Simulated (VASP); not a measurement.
# Ta4NiO11 (P2/m) in VASP: settings compared

Aim: see how the results for Ta4NiO11 move with the level of theory and the settings. Levels: PBE+D3(BJ), PBE+D4, PBE+TS, PBE+rVV10. Tasks: relaxation of cell and atoms.

Everything below comes from runs of VASP 6.6.1. Logs are shortened: lines on timing, memory, paths and dates and some standing lists are left out, and cuts for length are marked.

### Step 1. The crystal as given

The structure is monoclinic, space group P2/m (No. 10). The conventional cell has a = 4.771 Å, b = 5.825 Å, c = 7.518 Å, α = 90.00°, β = 105.26°, γ = 90.00°. Ta (site symmetry m) is surrounded by 4 O at 1.89 to 2.01 Å. Around Ta (site symmetry m) lie 5 O at 1.89 to 1.98 Å. Ni (site symmetry 2/m) has 4 O at 1.94 Å as nearest neighbours. O (site symmetry 1) has 1 Ta at 1.93 Å and 1 Ni at 1.94 Å as nearest neighbours. Around O (site symmetry 1) lie 2 Ta at 1.93 to 1.98 Å. O (site symmetry 2/m) is surrounded by 2 Ta at 2.01 Å. O (site symmetry 2/m) has 2 Ta at 1.89 Å as nearest neighbours. O (site symmetry 2/m) is surrounded by 2 Ta at 1.89 Å.

The cell was built by a generator and needn't be a form met in nature.

### Step 2. Relaxation of cell and atoms, PBE+D3(BJ), collinear spin, ferromagnetic start

Input file INCAR:

```
PREC     = Accurate       # precision mode
ENCUT    = 600            # plane-wave cutoff, eV
EDIFF    = 1E-6           # SCF threshold, eV
ISMEAR   = -1             # smearing method
SIGMA    = 0.05           # smearing width, eV
LREAL    = F              # projectors in reciprocal space
LASPH    = T              # aspherical terms in the spheres
NELM     = 120            # most SCF steps
ALGO     = Fast           # electronic algorithm
ISIF     = 3              # what is computed and relaxed
LWAVE    = F              # write WAVECAR
LCHARG   = F              # write CHGCAR
ISPIN    = 2              # spin polarisation
MAGMOM   = 0 0 0 0 1 0 0 0 0 0 0 0 0 0 0 0 # initial moments
LORBIT   = 11             # projections on sites
LMAXMIX  = 4              # l up to which the mixer works
GGA      = PE             # functional
IVDW     = 12             # dispersion correction
IBRION   = 2              # ionic algorithm
NSW      = 40             # ionic steps
EDIFFG   = -0.02          # ionic threshold
KPAR     = 4
```

Input file KPOINTS:

```
regular mesh
0
Gamma
  6 5 4
```

Input file POSCAR:

```
Ta4NiO11
1.0
    4.7708900000      0.0000000000      0.0051300000
    0.0000000000      5.8245400000      0.0000000000
   -1.9862800000      0.0000000000      7.2505100000
Ta Ni O
4 1 11
Direct
    0.6133900000      0.5000000000      0.7604200000
    0.3866100000      0.5000000000      0.2395800000
    0.1661500000      0.0000000000      0.7987500000
    0.8338500000      0.0000000000      0.2012500000
    0.5000000000      0.0000000000      0.5000000000
    0.3327800000      0.7991300000      0.6505300000
    0.6672200000      0.7991300000      0.3494700000
    0.9004700000      0.2578600000      0.8071800000
    0.0995300000      0.2578600000      0.1928200000
    0.6672200000      0.2008700000      0.3494700000
    0.3327800000      0.2008700000      0.6505300000
    0.0995300000      0.7421400000      0.1928200000
    0.9004700000      0.7421400000      0.8071800000
    0.5000000000      0.5000000000      0.0000000000
    0.5000000000      0.0000000000      0.0000000000
    0.5000000000      0.5000000000      0.5000000000
```

Potentials or basis: VASP PAW PBE potentials, release 64 (Ta_pv, Ni, O).

Started as:

```
$ cat potpaw_PBE.64/Ta_pv/POTCAR potpaw_PBE.64/Ni/POTCAR potpaw_PBE.64/O/POTCAR > POTCAR
$ mpirun -np 4 vasp_std > vasp.out
```

OUTCAR:

```text
PREC = Accurate
   ENCUT = 600
   EDIFF = 1E-6
   ISMEAR = -1
   LREAL = F
   LASPH = T
   NELM = 120
   ISIF = 3
   ISPIN = 2
   LORBIT = 11
   GGA = PE
   IVDW = 12
   IBRION = 2
   NSW = 40
   EDIFFG = -0.02
 IVDW          = 12

 ion  position               nearest neighbor table
   1  0.613  0.500  0.760-  16 1.89  13 1.93   8 1.93  14 2.01  11 2.22   6 2.22
   2  0.387  0.500  0.240-  16 1.89  12 1.93   9 1.93  14 2.01  10 2.22   7 2.22
   3  0.166  0.000  0.799-  15 1.89  11 1.93   6 1.93  13 1.98   8 1.98   5 3.08
   4  0.834  0.000  0.201-  15 1.89  10 1.93   7 1.93  12 1.98   9 1.98   5 3.08
   5  0.500  0.000  0.500-   6 1.94   7 1.94  10 1.94  11 1.94   3 3.08   4 3.08
   6  0.333  0.799  0.651-   3 1.93   5 1.94   1 2.22
   7  0.667  0.799  0.349-   4 1.93   5 1.94   2 2.22
   8  0.900  0.258  0.807-   1 1.93   3 1.98
   9  0.100  0.258  0.193-   2 1.93   4 1.98
  10  0.667  0.201  0.349-   4 1.93   5 1.94   2 2.22
  11  0.333  0.201  0.651-   3 1.93   5 1.94   1 2.22
  12  0.100  0.742  0.193-   2 1.93   4 1.98
  13  0.900  0.742  0.807-   1 1.93   3 1.98
  14  0.500  0.500  0.000-   1 2.01   2 2.01
  15  0.500  0.000  0.000-   3 1.89   4 1.89
  16  0.500  0.500  0.500-   1 1.89   2 1.89

  LATTYP: Found a simple monoclinic cell.
 ALAT       =     4.7708927581
 B/A-ratio  =     1.2208490728
 C/A-ratio  =     1.5757343173
 COS(beta)  =    -0.2631780021

  Lattice vectors:

 A1 = (   4.7708900000,   0.0000000000,   0.0051300000)
 A2 = (   0.0000000000,   5.8245400000,   0.0000000000)
 A3 = (  -1.9862800000,   0.0000000000,   7.2505100000)

Analysis of symmetry for initial positions (statically):
=====================================================================
 Subroutine PRICEL returns:
 Original cell was already a primitive cell.

 Routine SETGRP: Setting up the symmetry group for a
 simple monoclinic supercell.

 Subroutine GETGRP returns: Found  4 space group operations
 (whereof  4 operations were pure point group operations)
 out of a pool of  4 trial point group operations.

The static configuration has the point symmetry C_2h.

Analysis of symmetry for dynamics (positions and initial velocities):
=====================================================================
 Subroutine PRICEL returns:
 Original cell was already a primitive cell.

 Routine SETGRP: Setting up the symmetry group for a
 simple monoclinic supercell.

 Subroutine GETGRP returns: Found  4 space group operations
 (whereof  4 operations were pure point group operations)
 out of a pool of  4 trial point group operations.

The dynamic configuration has the point symmetry C_2h.

Analysis of structural, dynamic, and magnetic symmetry:
=====================================================================
 Subroutine PRICEL returns:
 Original cell was already a primitive cell.

 Routine SETGRP: Setting up the symmetry group for a
 simple monoclinic supercell.

 Subroutine GETGRP returns: Found  4 space group operations
 (whereof  4 operations were pure point group operations)
 out of a pool of  4 trial point group operations.

The overall configuration has the point symmetry C_2h.

 Subroutine INISYM returns: Found  4 space group operations
 (whereof  4 operations are pure point group operations),
 and found     1 'primitive' translations

----------------------------------------------------------------------------------------

                                     Primitive cell

  volume of cell :     201.5383

  direct lattice vectors                    reciprocal lattice vectors
     4.770890000  0.000000000  0.005130000     0.209542772  0.000000000  0.057404323
     0.000000000  5.824540000  0.000000000     0.000000000  0.171687378  0.000000000
    -1.986280000  0.000000000  7.250510000    -0.000148259  0.000000000  0.137880717

  length of vectors
     4.770892758  5.824540000  7.517659443     0.217263503  0.171687378  0.137880796

  position of ions in fractional coordinates (direct lattice)
     0.613390000  0.500000000  0.760420000
     0.386610000  0.500000000  0.239580000
     0.166150000  0.000000000  0.798750000
     0.833850000  0.000000000  0.201250000
     0.500000000  0.000000000  0.500000000
     0.332780000  0.799130000  0.650530000
[... 8 lines left out ...]
     0.500000000  0.000000000  0.000000000
     0.500000000  0.500000000  0.500000000

  ion indices of the primitive-cell ions
   primitive index   ion index
[... 49 lines left out ...]
  0.000000  0.200000  0.000000      2.000000
  0.166667  0.200000 -0.000000      4.000000
[... 16 lines left out ...]
 -0.333333  0.200000  0.250000      4.000000
 -0.166667  0.200000  0.250000      4.000000
 [... further k-points ...]
   k-points           NKPTS =     42   k-points in BZ     NKDIM =     42   number of bands    NBANDS=     73
   number of dos      NEDOS =    301   number of ions     NIONS =     16
   total plane-waves  NPLWV = 115200
   dimension x,y,z NGX =    40 NGY =   48 NGZ =   60
   dimension x,y,z NGXF=    80 NGYF=   96 NGZF=  120
   ions per type =               4   1  11
   NGX,Y,Z   is equivalent  to a cutoff of  13.94, 13.70, 13.27 a.u.
   NGXF,Y,Z  is equivalent  to a cutoff of  27.88, 27.40, 26.54 a.u.
 SYSTEM =  unknown system
   PREC   = accura    normal or accurate (medium, high low for compatibility)
   ISTART =      0    job   : 0-new  1-cont  2-samecut
   ICHARG =      2    charge: 1-file 2-atom 10-const
   ISPIN  =      2    spin polarized calculation?
   LNONCOLLINEAR =      F non collinear calculations
   LSORBIT =      F    spin-orbit coupling
   LASPH  =      T    aspherical Exc in radial PAW
   ENCUT  =  600.0 eV  44.10 Ry    6.64 a.u.   9.53 11.63 15.01*2*pi/ulx,y,z
   NELM   =    120;   NELMIN=  2; NELMDL= -5     # of ELM steps
   EDIFF  = 0.1E-05   stopping-criterion for ELM
   LREAL  =      F    real-space projection
   EDIFFG = -.2E-01   stopping-criterion for IOM
   NSW    =     40    number of steps for IOM
   IBRION =      2    ionic relax: 0-MD 1-quasi-New 2-CG
   NFREE  =      1    steps in history (QN), initial steepest desc. (CG)
   ISIF   =      3    stress and relaxation
   ISYM   =      2    0-nonsym 1-usesym 2-fastsym
   POTIM  = 0.5000    time-step for ionic-motion
   TEBEG  =    0.0;   TEEND  =   0.0 temperature during run
   PSTRESS=    0.0 pullay stress
   NELECT =     120.0000    total number of electrons
   NUPDOWN=      -1.0000    fix difference up-down
   EMIN   =  10.00;   EMAX   =-10.00  energy-range for DOS
   EFERMI =   0.00;   METHOD = LEGACY
   ISMEAR =    -1;   SIGMA  =   0.05  broadening in eV -4-tet -1-fermi 0-gaus
   EFERMI_NEDOS =   21; number of points for ismear=-14 and -15
   IALGO  =     68    algorithm
   IMIX   =      4    mixing-type and parameters
     AMIX     =   0.40;   BMIX     =  1.00
     AMIX_MAG =   1.60;   BMIX_MAG =  1.00
  volume/ion in A,a.u.               =      12.60        85.00
  Fermi-wavevector in a.u.,A,eV,Ry     =   1.377260  2.602645 25.808162  1.896846
  Thomas-Fermi vector in A             =   2.502430
   LORBIT       =     11    0 simple, 1 ext, 2 COOP (PROOUT), +10 PAW based schemes
   GGA     = PE    functional components
   LHFCALC =     F    Hartree Fock is set to
   AEXX    =    0.0000 exact exchange contribution
   IVDW    =    12    specifies the selected vdW correction
   LEPSILON=     F    determine dielectric tensor
   LRPA    =     F    only Hartree local field effects (RPA)
 conjugate gradient relaxation of ions
 spin polarized calculation
 RMM-DIIS sequential band-by-band and
  energy-cutoff  :      600.00
  volume of cell :      201.54
 maximum number of plane-waves:      6750
 NGX is ok and might be reduce to    40
   NGX = 19   NGY = 23   NGZ = 29

--------------------------------------- Ionic step        1  -------------------------------------------

 number of electron     120.0000003 magnetization       0.0000019

 number of electron     120.0000003 magnetization      -0.0000038

 Free energy of the ion-electron system (eV)
  ---------------------------------------------------
  ext. energy  EPLUGINS =         0.00000000
  ---------------------------------------------------
  free energy    TOTEN  =      -144.37863511 eV

  energy without entropy =     -144.37855546  energy(sigma->0) =     -144.37859528

------------------------ aborting loop because EDIFF is reached ----------------------------------------

 Edisp (eV)   -3.13008

 E8    (eV) :    -1.3002
[... 149 lines left out ...]
  FREE ENERGIE OF THE ION-ELECTRON SYSTEM (eV)
  ---------------------------------------------------
  free  energy   TOTEN  =      -147.5212952058 eV

  energy  without entropy=     -147.5212329477  energy(sigma->0) =     -147.52126408

[... ionic steps 4 to 13 ...]

--------------------------------------- Ionic step       14  -------------------------------------------

 number of electron     120.0000003 magnetization      -0.0000000

 number of electron     120.0000003 magnetization       0.0000000
[... 107 lines left out ...]
 number of electron     119.9999999 magnetization       0.0000000

 number of electron     119.9999999 magnetization      -0.0000000

 Free energy of the ion-electron system (eV)
  ---------------------------------------------------
  ext. energy  EPLUGINS =         0.00000000
  ---------------------------------------------------
  free energy    TOTEN  =      -144.35318592 eV

  energy without entropy =     -144.35311782  energy(sigma->0) =     -144.35315187

 E-fermi :   3.6119     XC(G=0): -10.7367

 val. band max:        3.1459578617   @ k =  -0.0000   0.4000   0.5000
 cond. band min:       3.9825099889   @ k =   0.5000   0.4000   0.5000
 fundamental gap:      0.8365521271
 Fermi energy:         3.6118615985

 spin component 1

 k-point     1 :       0.0000    0.0000    0.0000
  band No.  band energies     occupation
      1     -32.5161      1.00000
      2     -32.4207      1.00000
      3     -32.4161      1.00000
      4     -32.4027      1.00000
      5     -32.3944      1.00000
      6     -32.3866      1.00000
[... 1789 lines left out ...]
     71       7.4593      0.00000
     72       7.7627      0.00000

 [... further k-points ...]

 spin component 2

 k-point     1 :       0.0000    0.0000    0.0000
  band No.  band energies     occupation
      1     -32.5161      1.00000
      2     -32.4207      1.00000
      3     -32.4161      1.00000
      4     -32.4027      1.00000
      5     -32.3944      1.00000
      6     -32.3866      1.00000
[... 1789 lines left out ...]
     71       7.4593      0.00000
     72       7.7628      0.00000

 [... further k-points ...]

 [bands above 72 left out]

------------------------ aborting loop because EDIFF is reached ----------------------------------------

 Edisp (eV)   -3.18312

 E8    (eV) :    -1.3222
[... 39 lines left out ...]
  FREE ENERGIE OF THE ION-ELECTRON SYSTEM (eV)
  ---------------------------------------------------
  free  energy   TOTEN  =      -147.5363023507 eV

  energy  without entropy=     -147.5362342502  energy(sigma->0) =     -147.53626830

 reached required accuracy - stopping structural energy minimisation

 total charge

# of ion       s       p       d       tot
------------------------------------------
    1        0.339   6.313   2.094   8.746
    2        0.339   6.313   2.094   8.746
    3        0.362   6.324   2.227   8.913
    4        0.362   6.324   2.227   8.913
    5        0.396   0.431   8.324   9.150
    6        1.567   3.483   0.000   5.050
[... 8 lines left out ...]
   15        1.567   3.551   0.000   5.118
   16        1.582   3.558   0.000   5.140
--------------------------------------------------
tot         19.041  64.256  16.967 100.265

 magnetization (x)

# of ion       s       p       d       tot
------------------------------------------
    1        0.000   0.000  -0.000  -0.000
    2        0.000   0.000  -0.000  -0.000
    3       -0.000  -0.000  -0.000  -0.000
    4       -0.000  -0.000  -0.000  -0.000
    5       -0.000   0.000   0.000   0.000
    6       -0.000   0.000   0.000   0.000
[... 8 lines left out ...]
   15        0.000  -0.000   0.000  -0.000
   16        0.000  -0.000   0.000  -0.000
--------------------------------------------------
tot         -0.000   0.000   0.000   0.000
```

Wall time 54 min (4 MPI ranks of Intel Xeon 6975P-C (Granite Rapids), shared host); peak memory 1.2 GiB.

Results:

```yaml
Free_energy: -147.5363 eV
Relaxed_volume: 12.39 Å³/atom
Relaxed_cell: a = 4.729 Å, b = 5.802 Å, c = 7.523 Å, α = 90.00°, β = 106.11°, γ = 90.00°
Space_group_after_relaxing_to_0.05_Å: P2/m (No. 10)
Energy_gained_by_relaxing: 1.7 meV/atom
Ionic_steps: 16
Pressure_after_relaxing: 0.0 GPa
Largest_force_after_relaxing: 0.020 eV/Å
Band_gap_on_the_k_mesh: 0.84 eV, indirect (least direct gap 0.88 eV)
Net_moment: 0.00 μB per cell
Valence_electrons_inside_the_program's_atomic_spheres: Ta 8.75, 8.91; Ni 9.15; O 5.05, 5.07, 5.04, 5.12, 5.14
Dispersion_energy_per_atom: -0.199 eV
```

Forces in eV/Å, atoms in the order of the input:
```
Ta   0.004  0.000  0.009
Ta  -0.004  0.000 -0.009
Ta   0.014  0.000  0.002
Ta  -0.014  0.000 -0.002
Ni   0.000  0.000  0.000
O    0.001  0.000 -0.013
O   -0.001  0.000  0.013
O   -0.014 -0.013 -0.003
O    0.014 -0.013  0.003
O   -0.001  0.000  0.013
O    0.001  0.000 -0.013
O    0.014  0.013  0.003
O   -0.014  0.013 -0.003
O    0.000  0.000  0.000
O    0.000  0.000  0.000
O    0.000  0.000  0.000
```

Step by step:
| step | energy change (eV) | largest force (eV/Å) | pressure (GPa) | volume (Å³) |
| --- | --- | --- | --- | --- |
| 1 | 0.0000 | 0.1293 | -1.85 | 201.54 |
| 2 | 0.0037 | 0.2808 | 2.68 | 197.33 |
| 3 | -0.0126 | 0.1699 | 0.22 | 199.55 |
| 4 | -0.0170 | 0.1646 | -0.06 | 199.27 |
| 5 | -0.0170 | 0.1543 | -0.05 | 199.28 |
| 6 | -0.0207 | 0.0863 | -0.01 | 199.01 |
| 7 | -0.0209 | 0.1290 | 0.02 | 198.95 |
| 8 | -0.0237 | 0.0904 | -0.02 | 198.81 |
| 9 | -0.0253 | 0.0736 | -0.07 | 198.63 |
| 10 | -0.0253 | 0.0760 | -0.07 | 198.59 |
| 11 | -0.0261 | 0.0475 | 0.00 | 198.47 |
| 12 | -0.0262 | 0.0583 | 0.06 | 198.39 |
| 13 | -0.0268 | 0.0345 | 0.02 | 198.36 |
| 14 | -0.0270 | 0.0646 | -0.01 | 198.34 |
| 15 | -0.0275 | 0.0221 | -0.03 | 198.30 |
| 16 | -0.0276 | 0.0195 | -0.03 | 198.29 |

Final structure:
```
CELL_PARAMETERS angstrom
4.72847 0.00000 -0.03630
0.00000 5.80212 0.00000
-2.03135 0.00000 7.24305
ATOMIC_POSITIONS crystal
Ta 0.60645 0.50000 0.76028
Ta 0.39355 0.50000 0.23972
Ta 0.16056 0.00000 0.79703
Ta 0.83944 0.00000 0.20297
Ni 0.50000 0.00000 0.50000
O 0.32827 0.79841 0.64793
O 0.67173 0.79841 0.35207
O 0.90109 0.25919 0.80892
O 0.09891 0.25919 0.19108
O 0.67173 0.20159 0.35207
O 0.32827 0.20159 0.64793
O 0.09891 0.74081 0.19108
O 0.90109 0.74081 0.80892
O 0.50000 0.50000 0.00000
O 0.50000 0.00000 0.00000
O 0.50000 0.50000 0.50000
```

Caveat: spin-orbit coupling is left out, which moves the levels of the heavy elements; an odd mesh through Γ misses points on the zone boundary, where band edges often lie.

(Part 1 of 2 ends here.)
